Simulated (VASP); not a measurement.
Calculation: RPBE GGA, VASP's PBE PAW potentials (set 64) (plane waves; VASP).

Input for VASP

### POSCAR
```
Tb
1
    1.8531758415    -3.2097942186     0.0000000000
    1.8531758415     3.2097942186     0.0000000000
    0.0000000000     0.0000000000     5.7130323816
Tb
2
Direct
  0.3333330000   0.6666670000   0.2500000000
  0.6666670000   0.3333330000   0.7500000000
```

INCAR:
```
ALGO=Normal
EDIFF=1E-7
ENCUT=520
GGA=RP
ISIF=2
ISMEAR=-5
LASPH=.TRUE.
LCHARG=.TRUE.
LMAXMIX=6
LORBIT=11
LREAL=.FALSE.
LWAVE=.FALSE.
NEDOS=601
NELM=100
PREC=Accurate
SYSTEM=Tb
```

**KPOINTS**
```
K-points
0
G
 13 13 7
```

POTCAR, in this order: Tb_3 (PBE.64 set). Program: vasp_std.

Question: What will the output report for the number of irreducible k-points (NKPTS), largest plane-wave count, number of space-group operations, FFT grid (NGX, NGY, NGZ)?

Answer: 
```
Quantity                                      Result
--------------------------------------  ------------
number of irreducible k-points (NKPTS)            84
largest plane-wave count                        1846
number of space-group operations                  24
FFT grid (NGX, NGY, NGZ)                28 × 28 × 42
```

The compound is Tb in the hcp structure. It was relaxed first, which changed the volume by +6 %. The 4f electrons are frozen in the core of the lanthanide potential, so 4f levels, which can set the real gap, and their magnetism are missing.
